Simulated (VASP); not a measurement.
Data:

```xyz
20
Lattice="4.9764 0.0000 0.0000 2.4882 4.3096 0.0000 0.0000 0.0000 17.9991" Properties=species:S:1:pos:R:3 pbc="T T T"
Si     5.4548     3.1494     5.0000
Si     2.9667     1.7128     6.9998
Si     0.4785     0.2763     8.9995
Si     5.4548     3.1494    10.9993
Si     2.9667     1.7128    12.9991
Ni     1.7226     0.9945     5.0000
Ni     4.2108     0.9945     5.0000
Ni     2.9667     3.1494     5.0000
Ni     6.6989     3.8676     6.9998
Ni     4.2108     3.8676     6.9998
Ni     5.4549     1.7128     6.9998
Ni     4.2108     2.4311     8.9995
Ni     1.7226     2.4311     8.9995
Ni     2.9667     0.2763     8.9995
Ni     1.7226     0.9945    10.9993
Ni     4.2108     0.9945    10.9993
Ni     2.9667     3.1494    10.9993
Ni     6.6989     3.8676    12.9991
Ni     4.2108     3.8676    12.9991
Ni     5.4549     1.7128    12.9991
```

Computed with LDA (Ceperley-Alder, Perdew-Zunger), VASP's LDA PAW potentials (set 64) (plane waves; VASP 6.6.1). Run with LREAL = Auto, 300 eV cut-off, 6×6×1 Γ-centred mesh, Gaussian smearing of 0.10 eV, potentials Si Ni.

At this cut-off the stress carries a Pulay error, which pulls relaxed volumes low. The cell holds a wide vacuum, so values per volume refer to the whole cell.

Give the force on each atom (eV/Å).

| atom | Fx | Fy | Fz |
|---|---|---|---|
| Si1 | 0.000 | 0.000 | 0.470 |
| Si2 | 0.000 | 0.000 | -0.230 |
| Si3 | 0.000 | 0.000 | 0.000 |
| Si4 | 0.000 | 0.000 | 0.230 |
| Si5 | 0.000 | 0.000 | -0.470 |
| Ni6 | 0.152 | 0.088 | 0.519 |
| Ni7 | -0.152 | 0.088 | 0.519 |
| Ni8 | 0.000 | -0.175 | 0.519 |
| Ni9 | 0.031 | 0.018 | -0.086 |
| Ni10 | -0.031 | 0.018 | -0.086 |
| Ni11 | 0.000 | -0.036 | -0.086 |
| Ni12 | 0.000 | 0.000 | 0.000 |
| Ni13 | 0.000 | 0.000 | 0.000 |
| Ni14 | 0.000 | 0.000 | 0.000 |
| Ni15 | -0.031 | -0.018 | 0.086 |
| Ni16 | 0.031 | -0.018 | 0.086 |
| Ni17 | 0.000 | 0.036 | 0.086 |
| Ni18 | -0.152 | -0.088 | -0.519 |
| Ni19 | 0.152 | -0.088 | -0.519 |
| Ni20 | 0.000 | 0.175 | -0.519 |

Give the stress tensor in GPa (positive for a compressed cell).

```
-11.84    0.00    0.00
  0.00  -11.84    0.00
  0.00    0.00   -6.10
```
The pressure is its mean diagonal, -9.92 GPa.

The cell is a sheet with vacuum, built from a database entry that may be metastable or hypothetical. The run is not spin-polarised, so no magnetic state was tried.
